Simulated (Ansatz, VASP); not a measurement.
# Cross-check of HfGe between VASP and Ansatz, part 2 of 2

Wanted: the spread between two codes on one cell, functional and k mesh. The cell is generated by rule, not measured, and may not be a known phase. Of the first pair: The two relaxations start from unlike cells of this crystal (the structure described is Ansatz's start), so only their ends are compared.

VASP 6.6.1 and Ansatz 0.2.0.

So far: Starting point; Ansatz: relaxation of cell and atoms, PBEsol, pair 1; VASP: relaxation of cell and atoms, PBEsol, pair 1; Side by side.

**5. VASP: relaxation of cell and atoms, PBEsol, pair 2**

Level of this step: PBEsol; plane waves and PAW (Hf_pv, Ge_d); invented cell (VASP).

The relaxed volume is the usual yardstick between codes: in a stiff, nearly cubic crystal its relative difference is about their pressure difference at one cell divided by the bulk modulus. Its start cell is another than that of the pair before, and may be another structure of the material.

The input, INCAR:

```
SYSTEM = HfGe
PREC = Accurate
ENCUT = 500
EDIFF = 1E-07
NELM = 120
ISMEAR = 0
SIGMA = 0.1
LREAL = .FALSE.
ALGO = Normal
GGA = PS
NBANDS = 30
LASPH = .TRUE.
LORBIT = 11
LWAVE = .FALSE.
LCHARG = .FALSE.
ISIF = 3
IBRION = 2
NSW = 80
EDIFFG = -0.005
GGA_COMPAT = .FALSE.
NELMIN = 4
KPAR = 2
```

The input, POSCAR:

```
HfGe
1.0
    3.7622410000      0.0000000000      0.0000000000
   -1.8811200000      3.2581960000      0.0000000000
    0.0000000000      0.0000000000      6.6106340000
Hf Ge
2 2
Direct
    0.0000000000      0.0000000000      0.0000000000
    0.0000000000      0.0000000000      0.5000000000
    0.3333333333      0.6666666667      0.2500000000
    0.6666666667      0.3333333333      0.7500000000
```

The input, KPOINTS:

```
Automatic mesh
0
Gamma
12 12 6
0 0 0
```

The projector-augmented-wave data sets are Hf_pv and Ge_d (PBE family, release 64).

Command:

```
> mpirun -np 2 vasp_std
```

Numbers of over 12 decimals in the logs are rounded to 6 here.

Output:

```text
[banner, memory and clock lines left out]
running    2 mpi-ranks, on    1 nodes
[...]
[... a notice as in an earlier step ...]

 LDA part: xc-table for (Slater+PW92), standard interpolation
 POSCAR, INCAR and KPOINTS ok, starting setup
[...]
entering main loop
       N       E                     dE             d eps       ncg     rms          rms(c)
DAV:   1     0.406098227267E+03    0.40610E+03   -0.23628E+04  5456   0.342E+03
DAV:   2     0.287587335324E+02   -0.37734E+03   -0.36398E+03  4574   0.755E+02
DAV:   3    -0.318739479672E+02   -0.60633E+02   -0.58364E+02  5394   0.178E+02
DAV:   4    -0.348841287122E+02   -0.30102E+01   -0.29741E+01  5540   0.414E+01
[...]
DAV:  12    -0.329915335918E+02    0.44223E-05   -0.15899E-05  5772   0.317E-02    0.162E-02
DAV:  13    -0.329915334069E+02    0.18481E-06   -0.45084E-06  6104   0.140E-02    0.116E-02
DAV:  14    -0.329915334064E+02    0.55388E-09   -0.45917E-07  4370   0.464E-03
   1 F= -.32991533E+02 E0= -.32989214E+02  d E =-.329915E+02
[... from here on, the cycles between the ionic steps are left out ...]
   2 F= -.32991330E+02 E0= -.32989022E+02  d E =0.203705E-03
   3 F= -.32991852E+02 E0= -.32989538E+02  d E =-.318869E-03
   4 F= -.32991852E+02 E0= -.32989538E+02  d E =-.318686E-03
   5 F= -.32991865E+02 E0= -.32989545E+02  d E =-.129377E-04
 trial-energy change:   -0.000013  1 .order   -0.000014   -0.000019   -0.000009
 step:   1.6126(harm=  1.6126)  dis= 0.00000  next Energy=   -32.991870 (dE=-0.177E-04)
 reached required accuracy - stopping structural energy minimisation
```

From OUTCAR (step 5):

```text
  Total       -0.0174457     -0.0174457      0.0032261     -0.0000000      0.0000000      0.0000000
  in kB       -0.3460421     -0.3460421      0.0639913     -0.0000001      0.0000000      0.0000000
  external PRESSURE =      -0.2093643 kB  Pullay stress =       0.0000000 kB

 POSITION                                       TOTAL-FORCE (eV/Angst)
 -----------------------------------------------------------------------------------
      1.87878      3.25414      6.60583        -0.000000      0.000000      0.000000
      1.87878      3.25414      3.30292        -0.000000      0.000000      0.000000
      0.00000      2.16943      1.65146        -0.000000      0.000000      0.000000
      1.87878      1.08471      4.95438         0.000000     -0.000000     -0.000000
 -----------------------------------------------------------------------------------
    total drift:                               -0.000000     -0.000000      0.000000

  FREE ENERGIE OF THE ION-ELECTRON SYSTEM (eV)
  ---------------------------------------------------
  free  energy   TOTEN  =       -32.9918650302 eV

  energy  without entropy=      -32.9872244829  energy(sigma->0) =      -32.98954476

[... 1 part as in an earlier step ...]

[... 3 further parts left out ...]
[key lines of the parts left out:]
E-fermi :   5.3520
```

**6. Ansatz: relaxation of cell and atoms, PBEsol, pair 2**

The same cell, functional, mesh and smearing now go to Ansatz, which takes its cutoff from its data sets.

The cell is taken from a series of runs on this material, whose earlier steps may have relaxed, scaled, displaced or heated it; both programs get it as it stands.

The input, input.yaml:

```yaml
crystal:
  lattice:
    - [3.7622406635, 0.0, 0.0]
    - [-1.8811203318, 3.2581959898, 0.0]
    - [0.0, 0.0, 6.6106337256]
  atoms:
    - { symbol: Hf, position: [0.0, 0.0, 0.0] }
    - { symbol: Hf, position: [0.0, 0.0, 0.5] }
    - { symbol: Ge, position: [0.3333333333, 0.6666666667, 0.25] }
    - { symbol: Ge, position: [0.6666666667, 0.3333333333, 0.75] }
kpoints:
  mp_grid: { grid: [12, 12, 6] }
hamiltonian:
  xc: pbesol
scf:
  occupations: { method: gaussian, width: 0.1 }
output:
  forces: true
  stress: true
  eigenvalues: true
relax:
  adjacent_minimum: "off"
  f_tol: 0.005
  max_steps: 80
  cell: { stress_tol: 0.05 }
```

Command:

```
> ansatz run input.yaml --threads 4 --pin off --max-ram 7168MiB --backend cpu --events-out ev --progress --plain --runs-dir out
```

Output:

```text
[...]
Crystal: 4 atoms, lattice volume = 81.034 Å³
Basis set: ecut = 420 eV, 1583 PW (Γ), exchange–correlation on 54×54×90 points (8 copies of the dense FFT grid, shifted against one another)
Bands: 48, of which v1, the nominal top of the filled ones, is band 40 counted from 1 (39 counted from 0)
Symmetry: 24 space group operations
[...]
k-points: 76 of 864
[...]
--- Relaxed structure (3 steps of the walk, 2 accepted, 1 SCFs on fresh bases) ---
[...]
cell:  # Å, volume = 80.9689 Å³
    - [3.760138, 2.8851468756725252e-11, 0.0]
    - [-1.880069, 3.256375, 0.0]
    - [0.0, 0.0, 6.612720]
  atoms:
    - { symbol: Hf, position: [0, 0, 0.0] }
    - { symbol: Hf, position: [0, 0, 0.500000] }
    - { symbol: Ge, position: [0.333333, 0.666667, 0.250000] }
    - { symbol: Ge, position: [0.666667, 0.333333, 0.75] }
[key lines of the parts left out:]
SCF converged after 4 iterations
Free energy (F): -39705.145776 eV
Fermi energy:    15.624655 eV
P = ⅓ Tr σ = -0.0013 GPa (-0.013 kbar)
```

**7. Comparison**

What differs besides the data sets and the points named for the pairs above, as far as they apply: the data sets hold 80 valence electrons in Ansatz (on its default PAW (the set named soft_2) files) and 48 in VASP. Total energies have different zeros and are not compared.

Both answers:

| quantity | Ansatz | VASP | difference |
| --- | --- | --- | --- |
| volume (Å³) | 80.97 | 80.77 | +0.24 % |
| edge a after relaxation, in the typed setting (Å) | 3.760 | 3.758 | +0.07 % |
| edge c after relaxation, in the typed setting (Å) | 6.613 | 6.606 | +0.10 % |

**8. VASP: relaxation of cell and atoms, PBEsol, pair 3**

The relaxed volume is the usual yardstick between codes: in a stiff, nearly cubic crystal its relative difference is about their pressure difference at one cell divided by the bulk modulus.

Edit INCAR of step 5 so:

```diff
@@ -5,4 +5,4 @@
 NELM = 120
-ISMEAR = 0
-SIGMA = 0.1
+ISMEAR = 1
+SIGMA = 0.15
 LREAL = .FALSE.
```

The input, POSCAR:

```
HfGe
1.0
    3.7601380000      0.0000000000      0.0000000000
   -1.8800690000      3.2563750000      0.0000000000
    0.0000000000      0.0000000000      6.6127200000
Hf Ge
2 2
Direct
    0.0000000000      0.0000000000      0.0000000000
    0.0000000000      0.0000000000      0.5000000000
    0.3333333333      0.6666666667      0.2500000000
    0.6666666667      0.3333333333      0.7500000000
```

KPOINTS is that of step 5.

Command:

```
> mpirun -np 2 vasp_std
```

Output:

```text
[... set-up lines as in an earlier step ...]
 entering main loop
       N       E                     dE             d eps       ncg     rms          rms(c)
DAV:   1     0.410623849237E+03    0.41062E+03   -0.23685E+04  5426   0.340E+03
DAV:   2     0.286789939904E+02   -0.38194E+03   -0.36877E+03  4590   0.766E+02
DAV:   3    -0.318728115610E+02   -0.60552E+02   -0.58353E+02  5380   0.178E+02
DAV:   4    -0.348776032424E+02   -0.30048E+01   -0.29744E+01  5544   0.417E+01
[...]
DAV:  12    -0.329883174831E+02    0.43497E-05   -0.15395E-05  5754   0.307E-02    0.170E-02
DAV:  13    -0.329883172835E+02    0.19963E-06   -0.48591E-06  6058   0.140E-02    0.119E-02
DAV:  14    -0.329883172686E+02    0.14863E-07   -0.51013E-07  4550   0.473E-03
   1 F= -.32988317E+02 E0= -.32989216E+02  d E =-.329883E+02
[...]
N       E                     dE             d eps       ncg     rms          rms(c)
DAV:   1    -0.330014109061E+02   -0.13094E-01   -0.23526E-01  5696   0.591E+00    0.146E+00
[...]
DAV:   8    -0.329881493521E+02    0.63378E-07   -0.44738E-08  3018   0.296E-03
   2 F= -.32988149E+02 E0= -.32989048E+02  d E =0.167916E-03
 trial-energy change:    0.000168  1 .order    0.000168   -0.001031    0.001367
 step:   0.4298(harm=  0.4298)  dis= 0.00000  next Energy=   -32.988539 (dE=-0.221E-03)
[...]
N       E                     dE             d eps       ncg     rms          rms(c)
DAV:   1    -0.329928540018E+02   -0.47046E-02   -0.77084E-02  5672   0.342E+00    0.834E-01
DAV:   2    -0.329897129938E+02    0.31410E-02   -0.65721E-03  5764   0.939E-01    0.215E-01
DAV:   3    -0.329888376390E+02    0.87535E-03   -0.90534E-04  5702   0.299E-01    0.967E-02
DAV:   4    -0.329885678733E+02    0.26977E-03   -0.26550E-04  5974   0.132E-01    0.592E-02
DAV:   5    -0.329885397998E+02    0.28074E-04   -0.24388E-05  5536   0.418E-02    0.249E-02
DAV:   6    -0.329885389444E+02    0.85540E-06   -0.16383E-06  5702   0.124E-02    0.550E-03
DAV:   7    -0.329885386995E+02    0.24491E-06   -0.73011E-08  2990   0.219E-03    0.162E-03
DAV:   8    -0.329885387258E+02   -0.26255E-07   -0.23729E-08  2778   0.190E-03
   3 F= -.32988539E+02 E0= -.32989438E+02  d E =-.221457E-03
[...]
reached required accuracy - stopping structural energy minimisation
```

Parts of OUTCAR (step 8):

```text
  Total        0.0102153      0.0102153     -0.0079935     -0.0000000     -0.0000000      0.0000000
  in kB        0.2026491      0.2026491     -0.1585736     -0.0000000     -0.0000000      0.0000000
  external PRESSURE =       0.0822416 kB  Pullay stress =       0.0000000 kB

 POSITION                                       TOTAL-FORCE (eV/Angst)
 -----------------------------------------------------------------------------------
     -1.87879      3.25416      0.00000         0.000000      0.000000     -0.000000
     -1.87879      3.25416      3.30249         0.000000      0.000000     -0.000000
     -0.00000      2.16944      1.65125        -0.000000     -0.000000      0.000000
      1.87879      1.08472      4.95374         0.000000      0.000000     -0.000000
 -----------------------------------------------------------------------------------
    total drift:                                0.000000     -0.000000      0.000000

  FREE ENERGIE OF THE ION-ELECTRON SYSTEM (eV)
  ---------------------------------------------------
  free  energy   TOTEN  =       -32.9885387258 eV

  energy  without entropy=      -32.9912358891  energy(sigma->0) =      -32.98943778

[... 2 parts as in an earlier step ...]

[... 2 further parts left out ...]
[key lines of the parts left out:]
E-fermi :   5.3687
```

**9. Ansatz: relaxation of cell and atoms, PBEsol, pair 3**

The same cell, functional, mesh and smearing now go to Ansatz, which takes its cutoff from its data sets.

The cell is taken from a series of runs on this material, whose earlier steps may have relaxed, scaled, displaced or heated it; both programs get it as it stands.

The input, input.yaml:

```yaml
crystal:
  lattice:
    - [3.7601375226, 0.0, 0.0]
    - [-1.8800687613, 3.2563746163, 0.0]
    - [0.0, 0.0, 6.6127199039]
  atoms:
    - { symbol: Hf, position: [0.0, 0.0, 0.0] }
    - { symbol: Hf, position: [0.0, 0.0, 0.5] }
    - { symbol: Ge, position: [0.3333333333, 0.6666666667, 0.25] }
    - { symbol: Ge, position: [0.6666666667, 0.3333333333, 0.75] }
kpoints:
  mp_grid: { grid: [12, 12, 6] }
hamiltonian:
  xc: pbesol
scf:
  occupations: { method: methfessel_paxton, width: 0.15 }
output:
  forces: true
  stress: true
  eigenvalues: true
  write_density: true
  write_potential: true
  elf: true
  volumetric_format: npy
relax:
  adjacent_minimum: "off"
  f_tol: 0.001
  max_steps: 60
  cell: { stress_tol: 0.01 }
```

Command:

```
> ansatz run input.yaml --threads 4 --pin off --max-ram 7168MiB --backend cpu --events-out ev --progress --plain --runs-dir out
```

Output:

```text
[...]
Crystal: 4 atoms, lattice volume = 80.969 Å³
Basis set: ecut = 420 eV, 1583 PW (Γ), exchange–correlation on 54×54×90 points (8 copies of the dense FFT grid, shifted against one another)
Bands: 48, of which v1, the nominal top of the filled ones, is band 40 counted from 1 (39 counted from 0)
Symmetry: 24 space group operations
[...]
k-points: 76 of 864
[...]
--- Relaxed structure (3 steps of the walk, 2 accepted, 1 SCFs on fresh bases) ---
[...]
cell:  # Å, volume = 80.9814 Å³
    - [3.761366, 0, 0.0]
    - [-1.880683, 3.257438, 0]
    - [0, 0, 6.609427]
  atoms:
    - { symbol: Hf, position: [0, 0, 0] }
    - { symbol: Hf, position: [0, 0, 0.5] }
    - { symbol: Ge, position: [0.333333, 0.666667, 0.25] }
    - { symbol: Ge, position: [0.666667, 0.333333, 0.75] }
[key lines of the parts left out:]
SCF converged after 4 iterations
Free energy (F): -39705.142458 eV
Fermi energy:    15.635459 eV
P = ⅓ Tr σ = -0.0031 GPa (-0.031 kbar)
```

**10. Comparison**

What differs besides the data sets and the points named for the pairs above, as far as they apply: the data sets hold 80 valence electrons in Ansatz (on its default PAW (the set named soft_2) files) and 48 in VASP. Total energies have different zeros and are not compared.

Both answers:

| quantity | Ansatz | VASP | difference |
| --- | --- | --- | --- |
| volume (Å³) | 80.98 | 80.76 | +0.27 % |
| edge a after relaxation, in the typed setting (Å) | 3.761 | 3.758 | +0.10 % |
| edge c after relaxation, in the typed setting (Å) | 6.609 | 6.605 | +0.07 % |

**11. Results**

| Quantity | Value |
| --- | --- |
| difference in volume (relaxation of cell and atoms, PBEsol, pair 1) | 0.27 % |
| difference in volume (relaxation of cell and atoms, PBEsol, pair 2) | 0.24 % |
| difference in volume (relaxation of cell and atoms, PBEsol, pair 3) | 0.27 % |

**Reading.** The difference in volume is 0.27 % (relaxation of cell and atoms, PBEsol, pair 1), within the 1.2 % picked in this series as the mark of a large difference, as far as the stopping tolerances let one tell. The data sets hold unlike numbers of valence electrons (80 in Ansatz and 48 in VASP), so part of the differences comes from the potentials. Such differences can come from data sets, numerical settings and the points named under the comparisons, not from the functional's error against experiment.

[Lines on the potential files, build, host, timing and source positions are cut from VASP's logs without a mark.]

[Logs are printed without paths, hosts, clocks, repeated set-up lines and the standing remarks that a program may print on its own settings, such as how far it seeks lower states.]

[Hosts, paths, dates, database ids (printed as entryN), source tags and the programs' standing remarks are cut or masked in the printed files.]
